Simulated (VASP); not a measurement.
Level of theory: vdW-DF2, VASP's PBE PAW potentials (set 64) (plane waves; VASP).

The input files of a VASP run:

### POSCAR
```
PtS2
1
    1.8364471726    -3.1808198867     0.0000000000
    1.8364471726     3.1808198867    -0.0000000000
   -0.0000000000    -0.0000000000     5.4559223291
Pt S
1 2
Direct
  0.0000000000   0.0000000000   0.0000000000
  0.3333330000   0.6666670000   0.2341180838
  0.6666670000   0.3333330000   0.7658819162
```

**INCAR**
```
AGGAC = 0.0
ALGO = Normal
EDIFF = 1E-6
EDIFFG = -0.02
ENCUT = 520
GGA = ML
IBRION = 2
ISIF = 3
ISMEAR = 0
LASPH = .TRUE.
LCHARG = .FALSE.
LMAXMIX = 6
LREAL = .FALSE.
LUSE_VDW = .TRUE.
LWAVE = .FALSE.
NELM = 100
NSW = 60
PREC = Accurate
SIGMA = 0.05
SYSTEM = PtS2
ZAB_VDW = -1.8867
```

**KPOINTS**
```
Automatic mesh
0
Gamma
6 6 4
0 0 0
```

POTCAR, in this order: Pt S (PBE.64 set). Program: vasp_std.

The resulting files:

File OSZICAR:
```
       N       E                     dE             d eps       ncg     rms          rms(c)
DAV:   1     0.127340642501E+03    0.12734E+03   -0.10307E+04   728   0.128E+03
DAV:   2    -0.404629146716E+01   -0.13139E+03   -0.12845E+03   923   0.245E+02
DAV:   3    -0.996803263642E+01   -0.59217E+01   -0.58591E+01   902   0.565E+01
DAV:   4    -0.100444345857E+02   -0.76402E-01   -0.76374E-01   930   0.698E+00
DAV:   5    -0.100460828769E+02   -0.16483E-02   -0.16483E-02   930   0.989E-01    0.142E+01
DAV:   6    -0.885626272603E+01    0.11898E+01   -0.10430E+01   720   0.329E+01    0.114E+01
DAV:   7    -0.836249059812E+01    0.49377E+00   -0.21181E+00   734   0.156E+01    0.477E+00
DAV:   8    -0.837525733450E+01   -0.12767E-01   -0.19037E-01   797   0.316E+00    0.179E+00
DAV:   9    -0.837039307077E+01    0.48643E-02   -0.26426E-02   860   0.189E+00    0.378E-01
DAV:  10    -0.837075419782E+01   -0.36113E-03   -0.28883E-03   923   0.424E-01    0.105E-01
DAV:  11    -0.837081329432E+01   -0.59097E-04   -0.17094E-04   902   0.147E-01    0.293E-02
DAV:  12    -0.837081250440E+01    0.78992E-06   -0.17912E-05   895   0.410E-02    0.137E-02
DAV:  13    -0.837081163293E+01    0.87147E-06   -0.30699E-06   686   0.157E-02
   1 F= -.83708116E+01 E0= -.83708116E+01  d E =-.837081E+01
```

### OUTCAR
```
------------------------ aborting loop because EDIFF is reached ----------------------------------------
  FORCE on cell =-STRESS in cart. coord.  units (eV):
  Direction    XX          YY          ZZ          XY          YZ          ZX
  --------------------------------------------------------------------------------------
  Total        0.0090154      0.0090154      0.0117253      0.0000000      0.0000000      0.0000000
  in kB        0.2266103      0.2266103      0.2947270      0.0000000      0.0000000      0.0000000
  external PRESSURE =       0.2493159 kB  Pullay stress =       0.0000000 kB
  volume of cell :       63.74
      direct lattice vectors                 reciprocal lattice vectors
     1.836447173 -3.180819887  0.000000000     0.272264842 -0.157192176  0.000000000
     1.836447173  3.180819887  0.000000000     0.272264842  0.157192176  0.000000000
     0.000000000  0.000000000  5.455922329     0.000000000  0.000000000  0.183287067
 POSITION                                       TOTAL-FORCE (eV/Angst)
 -----------------------------------------------------------------------------------
      0.00000      0.00000      0.00000         0.000000      0.000000      0.000000
      1.83645      1.06028      1.27733        -0.000000     -0.000000     -0.002953
      1.83645     -1.06028      4.17859         0.000000      0.000000      0.002953
 -----------------------------------------------------------------------------------
    total drift:                                0.000000     -0.000000      0.000000
  FREE ENERGIE OF THE ION-ELECTRON SYSTEM (eV)
  ---------------------------------------------------
  free  energy   TOTEN  =        -8.3708116329 eV

  energy  without entropy=       -8.3708116329  energy(sigma->0) =       -8.37081163

 reached required accuracy - stopping structural energy minimisation
```
(Selected blocks of OUTCAR.)

The compound is PtS2 in the 1T layered structure. It was relaxed first, which changed the volume by +17 %. The start is the result of an earlier pass.
